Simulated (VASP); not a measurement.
Output of a VASP run:

### OSZICAR
```
...
DAV:   6    -0.863457223646E+01   -0.67725E-06   -0.13168E-06   979   0.685E-03
  11 F= -.86345722E+01 E0= -.86342772E+01  d E =-.346406E-01
       N       E                     dE             d eps       ncg     rms          rms(c)
DAV:   1    -0.862901239772E+01    0.55592E-02   -0.25204E+01  1710   0.218E+01    0.369E-01
DAV:   2    -0.863999415554E+01   -0.10982E-01   -0.11637E-01  1911   0.164E+00    0.158E-01
DAV:   3    -0.863983149049E+01    0.16267E-03   -0.14049E-03  1899   0.184E-01    0.109E-01
DAV:   4    -0.863973265722E+01    0.98833E-04   -0.16628E-04  1875   0.773E-02    0.471E-02
DAV:   5    -0.863971603915E+01    0.16618E-04   -0.99580E-05  1858   0.465E-02    0.120E-02
DAV:   6    -0.863971741006E+01   -0.13709E-05   -0.31400E-06   985   0.110E-02
  12 F= -.86397174E+01 E0= -.86397108E+01  d E =-.514517E-02
       N       E                     dE             d eps       ncg     rms          rms(c)
DAV:   1    -0.863565298060E+01    0.40631E-02   -0.10628E+01  1710   0.141E+01    0.238E-01
DAV:   2    -0.864021493588E+01   -0.45620E-02   -0.48375E-02  1903   0.104E+00    0.100E-01
DAV:   3    -0.864014488974E+01    0.70046E-04   -0.59514E-04  1915   0.118E-01    0.698E-02
DAV:   4    -0.864010277881E+01    0.42111E-04   -0.79766E-05  1867   0.528E-02    0.261E-02
DAV:   5    -0.864009813560E+01    0.46432E-05   -0.34678E-05  1687   0.299E-02
  13 F= -.86400981E+01 E0= -.86402644E+01  d E =-.552590E-02
       N       E                     dE             d eps       ncg     rms          rms(c)
DAV:   1    -0.863335629578E+01    0.67465E-02   -0.21749E+01  1710   0.194E+01    0.348E-01
DAV:   2    -0.864329242388E+01   -0.99361E-02   -0.10524E-01  1903   0.147E+00    0.141E-01
DAV:   3    -0.864317248474E+01    0.11994E-03   -0.13305E-03  1914   0.184E-01    0.100E-01
DAV:   4    -0.864310840950E+01    0.64075E-04   -0.92522E-05  1779   0.588E-02    0.602E-02
DAV:   5    -0.864308573606E+01    0.22673E-04   -0.13097E-04  1818   0.473E-02    0.896E-03
DAV:   6    -0.864308782722E+01   -0.20912E-05   -0.31177E-06  1042   0.884E-03
  14 F= -.86430878E+01 E0= -.86428838E+01  d E =-.298969E-02
       N       E                     dE             d eps       ncg     rms          rms(c)
DAV:   1    -0.862907573635E+01    0.14010E-01   -0.32953E+01  1710   0.239E+01    0.439E-01
DAV:   2    -0.864428591301E+01   -0.15210E-01   -0.16119E-01  1905   0.186E+00    0.179E-01
DAV:   3    -0.864410658430E+01    0.17933E-03   -0.20590E-03  1924   0.238E-01    0.124E-01
DAV:   4    -0.864401440623E+01    0.92178E-04   -0.12792E-04  1859   0.667E-02    0.785E-02
DAV:   5    -0.864397585995E+01    0.38546E-04   -0.21434E-04  1817   0.618E-02    0.110E-02
DAV:   6    -0.864397924395E+01   -0.33840E-05   -0.48227E-06  1061   0.126E-02
  15 F= -.86439792E+01 E0= -.86432682E+01  d E =-.388111E-02
       N       E                     dE             d eps       ncg     rms          rms(c)
DAV:   1    -0.864170016620E+01    0.22757E-02   -0.90993E+00  1710   0.130E+01    0.216E-01
DAV:   2    -0.864552663330E+01   -0.38265E-02   -0.40893E-02  1912   0.949E-01    0.914E-02
DAV:   3    -0.864546971795E+01    0.56915E-04   -0.47859E-04  1858   0.101E-01    0.646E-02
DAV:   4    -0.864543836419E+01    0.31354E-04   -0.94856E-05  1856   0.425E-02    0.205E-02
DAV:   5    -0.864543897254E+01   -0.60834E-06   -0.18133E-05  1149   0.231E-02
  16 F= -.86454390E+01 E0= -.86442325E+01  d E =-.145973E-02
```

OUTCAR:
```
------------------------ aborting loop because EDIFF is reached ----------------------------------------
  FORCE on cell =-STRESS in cart. coord.  units (eV):
  Direction    XX          YY          ZZ          XY          YZ          ZX
  --------------------------------------------------------------------------------------
  Total       -7.2438519     -6.6883791     -1.0230814      0.0000000      0.0000000     -0.0000000
  in kB      -28.1879962    -26.0264854     -3.9811160      0.0000000      0.0000000     -0.0000000
  external PRESSURE =     -19.3985325 kB  Pullay stress =       0.0000000 kB
  volume of cell :      411.73
      direct lattice vectors                 reciprocal lattice vectors
     5.503225994  0.000000000  0.000000000     0.181711600  0.000000000  0.000000000
     0.000000000  2.967219359  0.000000000     0.000000000  0.337015865  0.000000000
     0.000000000  0.000000000 25.214417472     0.000000000  0.000000000  0.039659849
 POSITION                                       TOTAL-FORCE (eV/Angst)
 -----------------------------------------------------------------------------------
      1.37581      1.48361      8.49056        -0.000000     -0.000000      0.008556
      4.12742      0.00000      8.48878        -0.000000     -0.000000     -0.010423
      1.37581      0.00000     11.25998        -0.000000     -0.000000     -0.005868
      4.12742      1.48361     11.23726        -0.000000      0.000000      0.028039
      1.37581      1.48361     13.97716         0.000000     -0.000000     -0.028039
      4.12742      0.00000     13.95443        -0.000000     -0.000000      0.005868
      1.37581      0.00000     16.72564         0.000000      0.000000      0.010423
      4.12742      1.48361     16.72386        -0.000000     -0.000000     -0.008556
 -----------------------------------------------------------------------------------
    total drift:                                0.000000      0.000000      0.000000
  FREE ENERGIE OF THE ION-ELECTRON SYSTEM (eV)
  ---------------------------------------------------
  free  energy   TOTEN  =        -8.6454389725 eV

  energy  without entropy=       -8.6418194863  energy(sigma->0) =       -8.64423248

 reached required accuracy - stopping structural energy minimisation
```
(Selected blocks of OUTCAR.)

**POSCAR**
```
Cd(100) slab
1
    5.5032259939     0.0000000000     0.0000000000
    0.0000000000     2.9672193587     0.0000000000
    0.0000000000     0.0000000000    25.2144174719
Cd
8
Direct
  0.2500000000   0.5000000000   0.3641150000
  0.7500000000   0.0000000000   0.3301440000
  0.2500000000   0.0000000000   0.4660290000
  0.7500000000   0.5000000000   0.4320580000
  0.2500000000   0.5000000000   0.5679420000
  0.7500000000   0.0000000000   0.5339710000
  0.2500000000   0.0000000000   0.6698560000
  0.7500000000   0.5000000000   0.6358850000
```

Write an INCAR and KPOINTS that could have produced this output.

Several could match; the one computed here: the input of the run itself, PBEsol GGA, plane waves, VASP's PBE PAW potentials (set 64).

**KPOINTS**
```
kpoints
0
G
  5 9 1
0 0 0
```

INCAR:
```
! general
SYSTEM   =  Cd(100) slab
PREC     =  Normal
ENCUT    =  400
LREAL    =  F
LASPH    =  T

! electronic loop
EDIFF    =  1E-5
NELM     =  100
NELMIN   =  4
ALGO     =  Normal
LMAXMIX  =  4

! smearing
ISMEAR   =  1
SIGMA    =  0.1

! functional
GGA      =  PS

! ions
IBRION   =  2
NSW      =  50
ISIF     =  2
EDIFFG   =  -0.03

! output
LWAVE    =  T
LCHARG   =  F

! other
LDIPOL   =  T
IDIPOL   =  3
DIPOL    =  0.5 0.5 0.5
```

POTCAR, in this order: Cd (PBE.64 set). Program: vasp_std.

The cell is a thin slab with vacuum, built from Cd (hcp): (100) face.
